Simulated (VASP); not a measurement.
Set up this calculation in VASP 6.6.1, as the native input.

| Property | Result |
| --- | --- |
| Task | single point |
| Functional | PBE |
| Potentials or basis | VASP PAW PBE potentials, release 64 (Nb_sv, Si, B) |
| Cutoff | 520 eV |
| k mesh | 10 × 10 × 10 |
| Occupations | tetrahedron |
| Spin | no spin polarisation |
| Dipole correction | no |
| Further INCAR settings | ALGO = Fast; EDIFF = 1e-07; NBANDS = 30 |

The structure of NbSi2B6 lies in POSCAR:

```
NbSi2B6
1.0
    0.0000000000      3.5378714374      3.5378714374
    3.5378714374      0.0000000000      3.5378714374
    3.5378714374      3.5378714374      0.0000000000
Nb Si B
1 2 6
Direct
    0.0000000000      0.0000000000      0.0000000000
    0.2500000000      0.2500000000      0.2500000000
    0.7500000000      0.7500000000      0.7500000000
    0.6779151027      0.3220848973      0.3220848973
    0.3220848973      0.6779151027      0.3220848973
    0.3220848973      0.6779151027      0.6779151027
    0.6779151027      0.3220848973      0.6779151027
    0.3220848973      0.3220848973      0.6779151027
    0.6779151027      0.6779151027      0.3220848973
```

The cell was built by a generator and needn't be a form met in nature.

The input as run:

INCAR

```
SYSTEM = NbSi2B6
ALGO     = Fast           ! electronic algorithm
EDIFF    = 1E-7           ! SCF threshold, eV
ENCUT    = 520            ! plane-wave cutoff, eV
GGA      = PE             ! functional
ISIF     = 2              ! what is computed and relaxed
ISMEAR   = -5             ! smearing method
LASPH    = .TRUE.         ! aspherical terms in the spheres
LCHARG   = .FALSE.        ! write CHGCAR
LREAL    = .FALSE.        ! projectors in reciprocal space
LWAVE    = .FALSE.        ! write WAVECAR
NBANDS   = 30             ! bands
NELM     = 80             ! most SCF steps
PREC     = Accurate       ! precision mode
SIGMA    = 0.1            ! smearing width, eV
```

KPOINTS

```
k-points
0
G
  10 10 10
  0 0 0
```

Potentials or basis: VASP PAW PBE potentials, release 64 (Nb_sv, Si, B).

The run is started by

```console
$ cat potpaw_PBE.64/Nb_sv/POTCAR potpaw_PBE.64/Si/POTCAR potpaw_PBE.64/B/POTCAR > POTCAR
$ mpirun -np 1 vasp_std > vasp.out
```

Results of the run:

The pressure is 0.0 GPa and the band gap on the k mesh is none (metal or under the smearing width).

Caveat: tetrahedron occupations give inexact forces and stress in metals.

It took 4.3 min on 1 thread of AMD EPYC 9R45 (Zen 5), with other jobs on the host, peak memory 0.28 GiB.
